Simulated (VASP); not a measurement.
Input:

```
CELL_PARAMETERS angstrom
      0.00000     2.81169     2.81169
      2.81169     0.00000     2.81169
      2.81169     2.81169     0.00000
ATOMIC_POSITIONS crystal
  As 0.00000 0.00000 0.00000
  Sb 0.50000 0.50000 0.50000
```

Calculation: PBE GGA, VASP's PBE PAW potentials (set 64) (plane waves; VASP 6.6.1). Numerical set-up: 400 eV cut-off, 7×7×7 Γ-centred mesh, Gaussian smearing of 0.050 eV, potentials As Sb.

Unless said otherwise, spin-orbit coupling is left out, though it shifts the bands of the heavy elements here.

Problem. Estimate the energy per atom (σ→0), pressure, band gap (on the k-mesh) with the smallest direct gap where there is one.

Solution. 
The band gap (on the k-mesh) comes out as none (metal, semimetal or under 0.01 eV) and the energy per atom (σ→0) is -4.284 eV/atom. The pressure is 9.91 GPa.

The absolute energy has meaning only against runs of the same code, potentials and settings.

The structure was generated: SbAs was put into the rocksalt type (Fm-3m), which need not be its known phase. The cell was not relaxed at this level.
